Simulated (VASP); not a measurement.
These are PW91 GGA, VASP's PBE PAW potentials (set 64) (plane waves; VASP) values and carry that method's errors.

VASP ran on this input.

**POSCAR**
```
PbO2
5.0732330
  1.0000000481   0.0000000000   0.0000000000
  0.0000000000   1.0000000481   0.0000000000
  0.0000000000   0.0000000000   0.6796129684
Pb O
2 4
Cart
  1.0000000481   0.0000000000   0.0000000000
  0.5000000240   0.5000000240   0.3398064842
  0.3079910266   0.3079910266   0.0000000000
  0.8079910507   0.1920089974   0.3398064842
  0.1920089974   0.8079910507   0.3398064842
  0.6920090215   0.6920090215   0.0000000000
```

### KPOINTS
```
Automatic mesh
0
Gamma
5 5 7
0 0 0
```

### INCAR
```
ALGO  =  Normal
EDIFF  =  1E-7
ENCUT  =  520
GGA  =  91
ISIF  =  2
ISMEAR  =  -5
LASPH  =  .True.
LCHARG  =  .True.
LEFG  =  .True.
LMAXMIX  =  4
LORBIT  =  11
LREAL  =  .False.
LWAVE  =  .False.
NEDOS  =  601
NELM  =  100
PREC  =  Accurate
SYSTEM  =  PbO2
```

POTCAR, in this order: Pb_d O (PBE.64 set). Program: vasp_std.

The resulting files:

**OSZICAR**
```
       N       E                     dE             d eps       ncg     rms          rms(c)
DAV:   1     0.685938304593E+03    0.68594E+03   -0.26377E+04  1488   0.200E+03
DAV:   2     0.543112039189E+02   -0.63163E+03   -0.61028E+03  1664   0.545E+02
DAV:   3    -0.347549752486E+02   -0.89066E+02   -0.87439E+02  1948   0.225E+02
DAV:   4    -0.381108846167E+02   -0.33559E+01   -0.33468E+01  1803   0.483E+01
DAV:   5    -0.382547437686E+02   -0.14386E+00   -0.14383E+00  2064   0.953E+00    0.143E+01
DAV:   6    -0.322475699657E+02    0.60072E+01   -0.28420E+01  2289   0.594E+01    0.478E+00
DAV:   7    -0.322401851802E+02    0.73848E-02   -0.19159E+00  1795   0.111E+01    0.279E+00
DAV:   8    -0.322335071872E+02    0.66780E-02   -0.55239E-01  2311   0.630E+00    0.128E+00
DAV:   9    -0.322002569760E+02    0.33250E-01   -0.14495E-01  2394   0.438E+00    0.130E-01
DAV:  10    -0.322020520240E+02   -0.17950E-02   -0.11902E-02  1695   0.783E-01    0.976E-02
DAV:  11    -0.322020496169E+02    0.24071E-05   -0.36815E-04  2214   0.153E-01    0.359E-02
DAV:  12    -0.322020423390E+02    0.72778E-05   -0.37188E-05  1990   0.510E-02    0.110E-02
DAV:  13    -0.322020421637E+02    0.17527E-06   -0.29775E-06  2224   0.185E-02    0.472E-03
DAV:  14    -0.322020411415E+02    0.10223E-05   -0.22307E-06  2087   0.178E-02    0.922E-04
DAV:  15    -0.322020411903E+02   -0.48800E-07   -0.26721E-07  1415   0.402E-03
   1 F= -.32202041E+02 E0= -.32202041E+02  d E =0.000000E+00
```

**OUTCAR**
```
------------------------ aborting loop because EDIFF is reached ----------------------------------------
  FORCE on cell =-STRESS in cart. coord.  units (eV):
  Direction    XX          YY          ZZ          XY          YZ          ZX
  --------------------------------------------------------------------------------------
  Total        0.0831517      0.0831517      0.0572119     -0.0000000      0.0000000      0.0000000
  in kB        1.5012934      1.5012934      1.0329543     -0.0000000      0.0000000      0.0000000
  external PRESSURE =       1.3451804 kB  Pullay stress =       0.0000000 kB
  volume of cell :       88.74
      direct lattice vectors                 reciprocal lattice vectors
     5.073233244  0.000000000  0.000000000     0.197112956  0.000000000  0.000000000
     0.000000000  5.073233244  0.000000000     0.000000000  0.197112956  0.000000000
     0.000000000  0.000000000  3.447834938     0.000000000  0.000000000  0.290037086
 POSITION                                       TOTAL-FORCE (eV/Angst)
 -----------------------------------------------------------------------------------
      0.00000      0.00000      0.00000         0.000000      0.000000      0.000000
      2.53662      2.53662      1.72392         0.000000      0.000000      0.000000
      1.56251      1.56251      0.00000        -0.009761     -0.009761      0.000000
      4.09913      0.97411      1.72392        -0.009761      0.009761     -0.000000
      0.97411      4.09913      1.72392         0.009761     -0.009761      0.000000
      3.51072      3.51072      0.00000         0.009761      0.009761     -0.000000
 -----------------------------------------------------------------------------------
    total drift:                                0.000000     -0.000000     -0.000000
  FREE ENERGIE OF THE ION-ELECTRON SYSTEM (eV)
  ---------------------------------------------------
  free  energy   TOTEN  =       -32.2020411903 eV

  energy  without entropy=      -32.2020411903  energy(sigma->0) =      -32.20204119

 total charge

# of ion       s       p       d       tot
------------------------------------------
    1        1.051   0.735  10.012  11.797
    2        1.051   0.735  10.012  11.797
    3        1.577   3.368   0.000   4.945
    4        1.577   3.368   0.000   4.945
    5        1.577   3.368   0.000   4.945
    6        1.577   3.368   0.000   4.945
--------------------------------------------------
tot          8.408  14.943  20.025  43.375

 Electric field gradients after diagonalization (V/A^2)
 (convention: |V_zz| > |V_xx| > |V_yy|)
----------------------------------------------------------------------
 ion       V_xx      V_yy      V_zz     asymmetry (V_yy - V_xx)/ V_zz
----------------------------------------------------------------------
   1     106.992    14.655  -121.647       0.759
   2     106.992    14.655  -121.647       0.759
   3      78.568    56.628  -135.196       0.162
   4      78.568    56.628  -135.196       0.162
   5      78.568    56.628  -135.196       0.162
   6      78.568    56.628  -135.196       0.162
```
(Selected blocks of OUTCAR.)

The compound is PbO2 in the rutile structure. It was relaxed first, which changed the volume by +6 %.
